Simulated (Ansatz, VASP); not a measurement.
**Tl3SI: VASP beside Ansatz**

File INCAR:

```
PREC = Accurate
ENCUT = 520
EDIFF = 1E-7
ISMEAR = 0
SIGMA = 0.05
LREAL = False
LASPH = True
NELM = 100
ALGO = Fast
ISIF = 2
LWAVE = False
LCHARG = False
GGA = CA
NBANDS = 34
```

File KPOINTS:

```
Automatic mesh
0
Gamma
  4 4 4
```

Contents of POSCAR:

```
Tl3SI
1.0
    6.6179588732      0.0000000000      0.0000000000
    0.0000000000      6.6179588732      0.0000000000
    0.0000000000      0.0000000000      6.6179588732
I S Tl
1 1 3
Direct
    0.0000000000      0.0000000000      0.0000000000
    0.5000000000      0.5000000000      0.5000000000
    0.5000000000      0.5000000000      0.0000000000
    0.5000000000      0.0000000000      0.5000000000
    0.0000000000      0.5000000000      0.5000000000
```

Input for Ansatz:

```yaml
crystal:
  lattice:
    - [6.6179588732, 0.0, 0.0]
    - [0.0, 6.6179588732, 0.0]
    - [0.0, 0.0, 6.6179588732]
  atoms:
    - { symbol: I, position: [0.0, 0.0, 0.0] }
    - { symbol: S, position: [0.5, 0.5, 0.5] }
    - { symbol: Tl, position: [0.5, 0.5, 0.0] }
    - { symbol: Tl, position: [0.5, 0.0, 0.5] }
    - { symbol: Tl, position: [0.0, 0.5, 0.5] }
basis:
  ecutwfc: 420
kpoints:
  mp_grid: { grid: [4, 4, 4] }
hamiltonian:
  xc: lda
scf:
  occupations: { method: gaussian, width: 0.05 }
output:
  forces: true
  stress: true
  eigenvalues: true
```

The cell comes from a database or a generator and needn't be the stable form of this composition.

Alike in both runs: task single point; functional LDA; k mesh 4 × 4 × 4; occupations gaussian, width 0.05 eV; no spin polarisation.

|  | VASP | Ansatz |
| --- | --- | --- |
| version | VASP 6.6.1 | Ansatz 0.2.0 |
| potentials or method | VASP PAW LDA potentials, release 64 (I, S, Tl_d) | scalar-relativistic, plane waves, PAW |
| plane-wave cutoff (eV) | 520 | 420 |
| valence electrons in the cell | 52 | 62 |

VASP gave:

* gap on the k mesh at the Fermi level (eV): 0.50
* least direct gap on the mesh (eV): 0.55
* pressure (GPa): -3.3

Problem. What did Ansatz give for the same quantities?

Solution. gap on the k mesh at the Fermi level (eV): 0.50; least direct gap on the mesh (eV): 0.56; pressure (GPa): -3.3.

The two sets of potentials don't hold the same shells in valence.

Caveats: spin-orbit coupling is left out, which as a rule narrows the gap of such compounds by several tenths of an eV. A k mesh can miss the band edges. Expect the measured gap to be larger: semilocal functionals such as LDA lack the derivative discontinuity.
